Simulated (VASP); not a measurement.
VASP runs on AgBr (rock salt) share one base input (PBE GGA, plane waves, VASP's PBE PAW potentials (set 64)) and change the settings named in each case.

**POSCAR**
```
AgBr
2.94270
  0.0000000000   1.0000000000   1.0000000000
  1.0000000000   0.0000000000   1.0000000000
  1.0000000000   1.0000000000   0.0000000000
Ag Br
1 1
Cartesian
  0.0000000000   0.0000000000   0.0000000000
  1.0000000000   1.0000000000   1.0000000000
```

**KPOINTS**
```
Automatic mesh
0
Gamma
7 7 7
0 0 0
```

INCAR:
```
! general
SYSTEM  = AgBr
PREC    = Accurate
ENCUT   = 400   ! plane-wave cut-off (eV)
LREAL   = .False.   ! projection in real space or not
LASPH   = .True.   ! aspherical one-centre terms

! electronic loop
EDIFF   = 1E-6
NELM    = 100   ! most electronic steps
ALGO    = Normal   ! blocked Davidson
LMAXMIX = 4   ! l cut-off of mixed one-centre charges

! smearing
ISMEAR  = 0   ! Gaussian
SIGMA   = 0.05   ! width (eV)

! functional
GGA     = PE

! ions
ISIF    = 2

! output
LWAVE   = .False.
LCHARG  = .False.
```

POTCAR, in this order: Ag Br (PBE.64 set). Program: vasp_std.

```tsv
change	E(σ→0) (eV/atom)	−TS (eV)
base run	-2.4981	0.0000
NELECT = 17.5	-3.1038	-0.0028
NELECT = 17.9	-2.6307	-0.0032
NELECT = 17.98	-2.5250	-0.0013
NELECT = 18.02	-2.4570	-0.0006
NELECT = 18.1	-2.2745	-0.0005
NELECT = 18.5	-1.2060	-0.0023
```
 Charged cells carry a uniform compensating background.

Left out are runs that ran out of time, are held back, or changed the cell or the kind of run, fixed moments of cells without a moment, rows past the twelfth, gaps on odd meshes, pressures of charged cells and columns that move by less than the noise.

The compound is AgBr in the rock salt structure. The cell was not relaxed at this level.
